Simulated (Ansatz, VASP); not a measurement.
# InP in two plane-wave programs

Aim: how closely do two programs agree when they are given the same cell, functional and k mesh? The cell is taken from a series of runs on this material, whose earlier steps may have relaxed, scaled, displaced or heated it; both programs get it as it stands.

Method: plane waves, with VASP 6.6.1 beside it; single point at LDA, in Ansatz 0.2.0.

**1. Starting point**

Symmetry: F-43m, No. 216, cubic system. Conventional cell: a = 5.708 Å, b = 5.708 Å, c = 5.708 Å, α = 90.00°, β = 90.00°, γ = 90.00°. P has 4 In at 2.47 Å nearest. Nearest to In lie 4 P at 2.47 Å. Farther neighbours are not listed.

**2. VASP: single point, LDA, pair 1**

With cell and atoms fixed, the geometry can't cause a difference; cores, projectors, grids and the points listed under the comparison can.

Lines of VASP's logs that name or quote its potential files are left out, and so is its time.

The input, INCAR:

```
SYSTEM = InP
PREC = Accurate
ENCUT = 500
EDIFF = 1E-06
NELM = 120
ISMEAR = 0
SIGMA = 0.02
LREAL = .FALSE.
ALGO = Normal
GGA = PW92
NBANDS = 15
LORBIT = 11
LWAVE = .FALSE.
LCHARG = .FALSE.
ISIF = 2
LASPH = .TRUE.
GGA_COMPAT = .FALSE.
EFERMI = MIDGAP
```

The input, POSCAR:

```
InP
1.0
    0.0000000000      2.8540149184      2.8540149184
    2.8540149184      0.0000000000      2.8540149184
    2.8540149184      2.8540149184      0.0000000000
P In
1 1
Direct
    0.7500000000      0.7500000000      0.7500000000
    0.0000000000      0.0000000000      0.0000000000
```

The input, KPOINTS:

```
Automatic mesh
0
Gamma
20 20 20
0 0 0
```

Potentials, in the order of the species: P and In_d (LDA family, release 64).

The run is started by

```bash
$ mpirun -np 1 vasp_std
```

Numbers of over 12 decimals in the logs are rounded to 6 here.

Log:

```text
[banner, memory and clock lines left out]
running    1 mpi-ranks, on    1 nodes
 distrk:  each k-point on    1 cores,    1 groups
 distr:  one band on    1 cores,    1 groups

 POSCAR found type information on POSCAR P In
 POSCAR found :  2 types and       2 ions
|                                                                             |
|               ----> ADVICE to this user running VASP <----                  |
|                                                                             |
|     You enforced a specific xc type in the INCAR file but a different       |
|     [... a line on the potential file left out ...]
|     I HOPE YOU KNOW WHAT YOU ARE DOING!                                     |
|                                                                             |

 LDA part: xc-table for (Slater(with rela. corr.)+PW92), standard interpolation
 POSCAR, INCAR and KPOINTS ok, starting setup
 FFT: planning ... GRIDC
 FFT: planning ... GRID_SOFT
 FFT: planning ... GRID
 WAVECAR not read
 entering main loop
       N       E                     dE             d eps       ncg     rms          rms(c)
DAV:   1     0.112303140175E+03    0.11230E+03   -0.83639E+03  7716   0.134E+03
DAV:   2    -0.253672096422E+01   -0.11484E+03   -0.11031E+03  8359   0.313E+02
DAV:   3    -0.989997707948E+01   -0.73633E+01   -0.73280E+01 10004   0.794E+01
DAV:   4    -0.100948472351E+02   -0.19487E+00   -0.19480E+00  9635   0.138E+01
DAV:   5    -0.101042460785E+02   -0.93988E-02   -0.93986E-02 11674   0.263E+00    0.662E+00
DAV:   6    -0.967987276310E+01    0.42437E+00   -0.62946E-01 12329   0.146E+01    0.394E+00
DAV:   7    -0.962891774631E+01    0.50955E-01   -0.17855E-01 10928   0.382E+00    0.125E+00
DAV:   8    -0.962369867368E+01    0.52191E-02   -0.17045E-02 10193   0.163E+00    0.506E-01
DAV:   9    -0.962341391418E+01    0.28476E-03   -0.12221E-03 10589   0.392E-01    0.233E-01
DAV:  10    -0.962343998282E+01   -0.26069E-04   -0.19849E-04 12249   0.222E-01    0.128E-01
DAV:  11    -0.962344006128E+01   -0.78466E-07   -0.54175E-05 12038   0.126E-01    0.927E-02
DAV:  12    -0.962343717781E+01    0.28835E-05   -0.71599E-06  9178   0.185E-02    0.149E-02
DAV:  13    -0.962343717742E+01    0.39540E-09   -0.67604E-07  6322   0.484E-03
   1 F= -.96234372E+01 E0= -.96234372E+01  d E =0.000000E+00
```

Parts of OUTCAR (step 2):

```text
ion  position               nearest neighbor table
   1  0.750  0.750  0.750-   2 2.47   2 2.47   2 2.47   2 2.47
   2  0.000  0.000  0.000-   1 2.47   1 2.47   1 2.47   1 2.47

  LATTYP: Found a face centered cubic cell.
 ALAT       =     5.7080298368

 Subroutine GETGRP returns: Found 24 space group operations
 (whereof 24 operations were pure point group operations)

The static configuration has the point symmetry T_d .

 Found    256 irreducible k-points:

   k-points           NKPTS =    256   k-points in BZ     NKDIM =    256   number of bands    NBANDS=     15

   dimension x,y,z NGX =    30 NGY =   30 NGZ =   30
   dimension x,y,z NGXF=    60 NGYF=   60 NGZF=   60

   ENCUT  =  500.0 eV  36.75 Ry    6.06 a.u.   7.36  7.36  7.36*2*pi/ulx,y,z

   NELECT =      18.0000    total number of electrons

 k-points in reciprocal lattice and weights: Automatic mesh
   0.00000000  0.00000000  0.00000000       0.000
   0.05000000  0.00000000  0.00000000       0.001
   0.10000000  0.00000000  0.00000000       0.001
   0.15000000  0.00000000  0.00000000       0.001
   0.20000000  0.00000000  0.00000000       0.001
   0.25000000  0.00000000  0.00000000       0.001
   0.30000000  0.00000000  0.00000000       0.001
   0.35000000  0.00000000  0.00000000       0.001
   0.40000000  0.00000000  0.00000000       0.001
[...]
-0.30000000  0.50000000  0.20000000       0.002
  -0.25000000  0.50000000  0.25000000       0.001

 average (electrostatic) potential at core
       1 -83.1783       2 -94.4473

 E-fermi :   6.4003

 k-point     1 :       0.0000    0.0000    0.0000
  band No.  band energies     occupation
    ...
      5      -8.2599      2.00000
      6      -6.1914      2.00000
      7       5.9315      2.00000
      8       5.9315      2.00000
      9       5.9315      2.00000
     10       6.8690      0.00000
     11       9.8828      0.00000
     12       9.8828      0.00000
     13       9.8828      0.00000
     14      14.6027      0.00000
    ...

 k-point     2 :       0.0500    0.0000    0.0000
  band No.  band energies     occupation
    ...
      5      -8.2599      2.00000
      6      -6.1583      2.00000
      7       5.5003      2.00000
      8       5.8924      2.00000
      9       5.8924      2.00000
     10       7.1920      0.00000
     11       9.8956      0.00000
     12       9.9397      0.00000
     13       9.9397      0.00000
     14      14.7741      0.00000
    ...

 k-point     3 :       0.1000    0.0000    0.0000
  band No.  band energies     occupation
    ...
      5      -8.2599      2.00000
      6      -6.0599      2.00000
      7       4.7428      2.00000
      8       5.7847      2.00000
      9       5.7847      2.00000
     10       7.6025      0.00000
     11       9.9921      0.00000
     12      10.0939      0.00000
     13      10.0939      0.00000
     14      14.9413      0.00000
    ...

  Total        1.4685888      1.4685888      1.4685888      0.0000000     -0.0000000      0.0000000
  in kB       50.6071746     50.6071746     50.6071746      0.0000000     -0.0000000      0.0000000
  external PRESSURE =      50.6071746 kB  Pullay stress =       0.0000000 kB

  energy-cutoff  :      500.00
  volume of cell :       46.49
      direct lattice vectors                 reciprocal lattice vectors
     0.000000000  2.854014918  2.854014918    -0.175191796  0.175191796  0.175191796
     2.854014918  0.000000000  2.854014918     0.175191796 -0.175191796  0.175191796
     2.854014918  2.854014918  0.000000000     0.175191796  0.175191796 -0.175191796

 POSITION                                       TOTAL-FORCE (eV/Angst)
 -----------------------------------------------------------------------------------
      4.28102      4.28102      4.28102        -0.000000     -0.000000     -0.000000
      0.00000      0.00000      0.00000         0.000000      0.000000      0.000000
 -----------------------------------------------------------------------------------
    total drift:                                0.000000      0.000000      0.000000

  FREE ENERGIE OF THE ION-ELECTRON SYSTEM (eV)
  ---------------------------------------------------
  free  energy   TOTEN  =        -9.6234371774 eV

  energy  without entropy=       -9.6234371774  energy(sigma->0) =       -9.62343718

 total charge
# of ion       s       p       d       tot
------------------------------------------
    1        1.030   1.533   0.000   2.563
    2        0.853   0.872   9.910  11.635
--------------------------------------------------
tot          1.883   2.406   9.910  14.198

[... 3 further parts left out ...]
```

The run ends at a pressure of 5.06 GPa.

**3. Ansatz: single point, LDA, pair 1**

Ansatz runs on its PAW soft_1 files.

The same cell, functional (in two slightly different forms), mesh and smearing now go to Ansatz, which takes its cutoff from its data sets.

The input, input.yaml:

```yaml
crystal:
  lattice:
    - [0.0, 2.8540149184, 2.8540149184]
    - [2.8540149184, 0.0, 2.8540149184]
    - [2.8540149184, 2.8540149184, 0.0]
  atoms:
    - { symbol: P, position: [0.75, 0.75, 0.75] }
    - { symbol: In, position: [0.0, 0.0, 0.0] }
kpoints:
  mp_grid: { grid: [20, 20, 20] }
hamiltonian:
  xc: lda
  pseudopotentials: { kind: paw, azcp: { folder: soft_1 }, xc_functional: pbe }
scf:
  occupations: { method: gaussian, width: 0.02 }
output:
  forces: true
  stress: true
  eigenvalues: true
```

The run is started by

```bash
$ ansatz run input.yaml --threads 4 --pin off --max-ram 10240MiB --backend cpu --events-out ev --progress --plain --runs-dir out
```

Log:

```text
Engine: ansatz 0.2.0, x86_64-unknown-linux-gnu
Pseudopotentials: kind: paw
Pseudopotential: P, paw, valence charge 5, recommended cutoff 420 eV (normal), soft_1/P.paw.azcp
Pseudopotential: In, paw, valence charge 13, recommended cutoff 420 eV (normal), soft_1/In.paw.azcp
Functional definition: SPW92
  exchange = slater_x
  correlation = pw_c
Crystal: 2 atoms, lattice volume = 46.494 Å³
Basis set: ecut = 420 eV, 893 PW (Γ)
Bands: 13, of which v1, the nominal top of the filled ones, is band 9 counted from 1 (8 counted from 0)
Symmetry: 24 space group operations
Space group: F-43m (ITA 216), of the structure as read, at distance tolerance 3.6e-5 Å
k-points: 256 of 8000 (time reversal used)
Non-local potential: P, projectors of the file, l = 0: 2, l = 1: 2, l = 2: 1
Non-local potential: In, projectors of the file, l = 0: 2, l = 1: 2, l = 2: 2, l = 3: 1
PAW form: soft (Blöchl's): semilocal exchange-correlation on the pseudo side does not see the compensation charge
PAW frozen core: P, regenerated for the run's functional, and the local potential with it (the file was generated under x = pbe(κ = 0.804, μ = 0.219515), c = pbe(β = 0.066725))
PAW frozen core: In, regenerated for the run's functional, and the local potential with it (the file was generated under x = pbe(κ = 0.804, μ = 0.219515), c = pbe(β = 0.066725))
PAW one-centre angular grid: P, 110 points (default); XC on 64 Gauss nodes
PAW one-centre angular grid: In, 590 points (default); XC on 64 Gauss nodes
Initial density: superposition of atomic densities (chi_scale 0.1, normalization cell, long waves kept (reshape's long-wave potential 0.00 eV rms))
Initial wavefunctions: pseudopotential atomic-orbital guess
Functional: x = slater, c = lda
SCF iter   1: F=—  HF=-6183.850425 eV  |F-HF|=—  |Δ(HF+E_count)|=         —  Δρ=3.58e-2  dr2=8.68e-1  ethr=3.10e-3  ⟨swp⟩=6.4  Hψ=23077  notcnv=0
preconditioner: auto → none  [insulator: Δε(μ)=1.240 eV  Ē_g=14.702 eV  σ=0.020 eV  W_gap=1.00  n_scr=14 (ndim 8)  ℏωp=23.1 eV  f_vac=0.000  D(μ)=0.00/eV (n_scr^D=0)  ε∞_Penn≈3.5]
SCF iter   2: F=—  HF=-6183.582044 eV  |F-HF|=—  |Δ(HF+E_count)|=   2.68e-1  Δρ=1.60e-2  dr2=8.90e-2  ethr=3.10e-3  ⟨swp⟩=3.5  Hψ=8924  notcnv=0
SCF iter   3: F=—  HF=-6183.562898 eV  |F-HF|=—  |Δ(HF+E_count)|=   1.91e-2  Δρ=6.04e-3  dr2=1.16e-2  ethr=4.94e-4  ⟨swp⟩=2.9  Hψ=5894  notcnv=0
SCF iter   4: F=—  HF=-6183.560569 eV  |F-HF|=—  |Δ(HF+E_count)|=   2.33e-3  Δρ=8.34e-4  dr2=1.66e-4  ethr=6.47e-5  ⟨swp⟩=3.6  Hψ=6901  notcnv=0
SCF iter   5: F=—  HF=-6183.560530 eV  |F-HF|=—  |Δ(HF+E_count)|=   3.90e-5  Δρ=1.46e-4  dr2=6.11e-6  ethr=9.25e-7  ⟨swp⟩=2.0  Hψ=5773  notcnv=0
SCF iter   6: F=—  HF=-6183.560526 eV  |F-HF|=—  |Δ(HF+E_count)|=   3.61e-6  Δρ=2.02e-5  dr2=1.83e-7  ethr=3.40e-8  ⟨swp⟩=3.2  Hψ=6156  notcnv=0
SCF iter   7: F=-6183.560526 eV  HF=-6183.560526 eV  |F-HF|=2.02e-9  |Δ(HF+E_count)|=   3.35e-8  Δρ=1.72e-6  dr2=2.38e-9  ethr=5.56e-10  ⟨swp⟩=7.0  Hψ=17291  notcnv=0
SCF 1 converged in 7 iterations: F = -6183.560526 eV  dr2 = 2.38e-9
  greatest PAW one-centre occupation: 0.982 electrons in one spin orbital (limit 2), on the In atom at site 1 (counted from 0), in its partial waves of l = 2
SCF converged after 7 iterations
Free energy (F): -6183.560526 eV
Harris-Foulkes:  -6183.560526 eV  (|F-HF|=2.02e-9)
Internal energy: -6183.560526 eV  (E = F + TS)
E sigma→0 (E₀):  -6183.560526 eV
Fermi energy:    8.287411 eV
--- Per-component energies (eV) ---
  E_band       = -41.270047
  E_kinetic    = 291.533132
  E_local      = -1287.571459  (includes V_loc(G=0)·N_el)
  E_nonlocal   = 364.177301
  E_hartree    = 515.903135
  E_xc         = -215.184436
  E_vxc        = -153.095960  (∫ρ·V_xc dr)
  E_paw        = -4599.397973  (= ΣΔE_a)
  E_vpaw       = -288.119914  (= ΣTr[D̂ρ^β])
  E_aug_tail   = 0.000080  (compensation charges beyond the density's cutoff)
  E_ewald      = -1253.422191
  E_core_change = 0.401886  (= ΣΔE_core)
  E_smearing   = -0.000000  (= −TS)
  E_closure    = 0.000000  (closes the sum)
  Σ components = -6183.560526   (vs F -6183.560526, Δ=0.00e0)
--- Forces (eV/Å), atoms counted from 1 ---
  atom   1  P      0.00000000     0.00000000    -0.00000000
  atom   2  In    -0.00000000     0.00000000    -0.00000000
  max |Σ_I F_I| component: 1.11e-16 eV/Å
--- Stress (GPa, compression-positive) ---
        5.074887       0.000000       0.000000
        0.000000       5.074887       0.000000
       -0.000000       0.000000       5.074887
  P = ⅓ Tr σ = 5.0749 GPa (50.749 kbar)
--- Band table (eV; the first three rows and the last of 256) ---
  k-point 0: bands = [... 5 lower, -4.3018, 7.8333, 7.8333, 7.8333, 8.7411, 11.7764, 11.7764, 11.7764]
  k-point 1: bands = [... 5 lower, -4.2686, 7.3959, 7.7941, 7.7941, 9.0700, 11.7891, 11.8332, 11.8332]
  k-point 2: bands = [... 5 lower, -4.1702, 6.6356, 7.6864, 7.6864, 9.4829, 11.8855, 11.9871, 11.9871]
  k-point 255: bands = [... 5 lower, -1.3900, 1.7611, 4.4785, 4.4795, 12.0158, 12.4099, 13.4260, 13.8679]
```

The column dr2 measures how far the density is from self-consistency, as an energy; F and HF (Harris–Foulkes) agree once it is small.

The run ends at a pressure of 5.07 GPa.

**4. Differences**

Known differences besides the potentials themselves: the cutoff is 420 eV in Ansatz and 500 eV in VASP; VASP's log shows a relativistic correction to its local exchange, Ansatz's none. Total energies have different zeros and are not compared.

The two programs side by side:

```tsv
quantity	Ansatz	VASP	difference
pressure (GPa)	5.07	5.06	+0.01
gap on the k mesh (eV)	0.908	0.938	-0.030
```

A gap on the mesh is an upper bound, since the band edges may lie between its points.

**5. VASP: single point, LDA, pair 2**

With cell and atoms fixed, the geometry can't cause a difference; cores, projectors, grids and the points listed under the comparison can. The cell compared in this pair holds 48.97 Å³, against 46.49 Å³ for the pair before.

INCAR is that of step 2.

The input, POSCAR:

```
InP
1.0
    0.0000000000      2.9037464102      2.9037464102
    2.9037464102      0.0000000000      2.9037464102
    2.9037464102      2.9037464102      0.0000000000
P In
1 1
Direct
    0.7500000000      0.7500000000      0.7500000000
    0.0000000000      0.0000000000      0.0000000000
```

KPOINTS is that of step 2.

The run is started by

```bash
$ mpirun -np 1 vasp_std
```

Log:

```text
[banner, memory and clock lines left out]
running    1 mpi-ranks, on    1 nodes
[...]
[... a notice as in an earlier step ...]

 LDA part: xc-table for (Slater(with rela. corr.)+PW92), standard interpolation
 POSCAR, INCAR and KPOINTS ok, starting setup
[...]
entering main loop
       N       E                     dE             d eps       ncg     rms          rms(c)
DAV:   1     0.112403423042E+03    0.11240E+03   -0.83577E+03  7708   0.132E+03
DAV:   2    -0.233656658630E+01   -0.11474E+03   -0.11018E+03  8387   0.310E+02
DAV:   3    -0.990305917415E+01   -0.75665E+01   -0.75254E+01  9885   0.800E+01
DAV:   4    -0.101070470730E+02   -0.20399E+00   -0.20390E+00  9776   0.142E+01
[...]
DAV:  11    -0.966755269946E+01   -0.31493E-05   -0.32381E-05 12010   0.914E-02    0.736E-02
DAV:  12    -0.966755022186E+01    0.24776E-05   -0.55113E-06  9843   0.204E-02    0.126E-02
DAV:  13    -0.966755019740E+01    0.24456E-07   -0.41503E-07  5863   0.371E-03
   1 F= -.96675502E+01 E0= -.96675502E+01  d E =-.508206-123
```

Parts of OUTCAR (step 5):

```text
  Total        0.2202096      0.2202096      0.2202096      0.0000000      0.0000000     -0.0000000
  in kB        7.2051138      7.2051138      7.2051138      0.0000000      0.0000000     -0.0000000
  external PRESSURE =       7.2051138 kB  Pullay stress =       0.0000000 kB

 POSITION                                       TOTAL-FORCE (eV/Angst)
 -----------------------------------------------------------------------------------
      4.35562      4.35562      4.35562         0.000000      0.000000      0.000000
      0.00000      0.00000      0.00000        -0.000000     -0.000000     -0.000000
 -----------------------------------------------------------------------------------
    total drift:                                0.000000      0.000000      0.000000

  FREE ENERGIE OF THE ION-ELECTRON SYSTEM (eV)
  ---------------------------------------------------
  free  energy   TOTEN  =        -9.6675501974 eV

  energy  without entropy=       -9.6675501974  energy(sigma->0) =       -9.66755020

[... 1 part as in an earlier step ...]

[... 2 further parts left out ...]
[key lines of the parts left out:]
E-fermi :   5.6507
```

The run ends at a pressure of 0.72 GPa.

**6. Ansatz: single point, LDA, pair 2**

The same cell, functional (in two slightly different forms), mesh and smearing now go to Ansatz, which takes its cutoff from its data sets.

The cell is taken from a series of runs on this material, whose earlier steps may have relaxed, scaled, displaced or heated it; both programs get it as it stands.

input.yaml, the sections that differ from step 3:

```yaml
crystal:
  lattice:
    - [0.0, 2.9037464102, 2.9037464102]
    - [2.9037464102, 0.0, 2.9037464102]
    - [2.9037464102, 2.9037464102, 0.0]
  atoms:
    - { symbol: P, position: [0.75, 0.75, 0.75] }
    - { symbol: In, position: [0.0, 0.0, 0.0] }
# kpoints, hamiltonian, scf, output: as in step 3
```

The run is started by

```bash
$ ansatz run input.yaml --threads 4 --pin off --max-ram 10240MiB --backend cpu --events-out ev --progress --plain --runs-dir out
```

Log:

```text
[...]
Crystal: 2 atoms, lattice volume = 48.967 Å³
Basis set: ecut = 420 eV, 941 PW (Γ)
Bands: 13, of which v1, the nominal top of the filled ones, is band 9 counted from 1 (8 counted from 0)
[... 1 set-up line as in the run before ...]
[...]
k-points: 256 of 8000 (time reversal used)
[...]
--- Band table (eV; the first three rows and the last of 256) ---
  k-point 0: bands = [... 5 lower, -4.6202, 7.1298, 7.1298, 7.1298, 7.7592, 11.0868, 11.0868, 11.0868]
  k-point 1: bands = [... 5 lower, -4.5897, 6.6557, 7.0941, 7.0941, 8.1362, 11.0918, 11.1396, 11.1396]
  k-point 2: bands = [... 5 lower, -4.4992, 5.9133, 6.9957, 6.9957, 8.5688, 11.1617, 11.2834, 11.2834]
  k-point 255: bands = [... 5 lower, -1.9796, 1.2880, 4.0086, 4.0290, 11.3124, 11.5049, 12.6017, 13.1733]
[key lines of the parts left out:]
SCF converged after 7 iterations
Free energy (F): -6183.603771 eV
Fermi energy:    7.444831 eV
P = ⅓ Tr σ = 0.7312 GPa (7.312 kbar)
```

The run ends at a pressure of 0.73 GPa.

**7. Side by side**

The two programs side by side:

```tsv
quantity	Ansatz	VASP	difference
pressure (GPa)	0.73	0.72	+0.01
gap on the k mesh (eV)	0.629	0.659	-0.030
```

A gap on the mesh is an upper bound, since the band edges may lie between its points.

**8. Outcome**

* difference in gap on the k mesh (single point, LDA, pair 1): -0.030 eV
* difference in gap on the k mesh (single point, LDA, pair 2): -0.030 eV

The difference in gap on the k mesh is -0.030 eV (single point, LDA, pair 2), within the 0.08 eV picked in this series as the mark of a large difference. How closely two codes agree says nothing of how well the functional describes the real material.

[Lines on the potential files, build, host, timing and source positions are cut from VASP's logs without a mark.]

[Logs are printed without paths, hosts, clocks, repeated set-up lines and the standing remarks that a program may print on its own settings, such as how far it seeks lower states.]

[Hosts, paths, dates, database ids (printed as entryN), source tags and the programs' standing remarks are cut or masked in the printed files.]
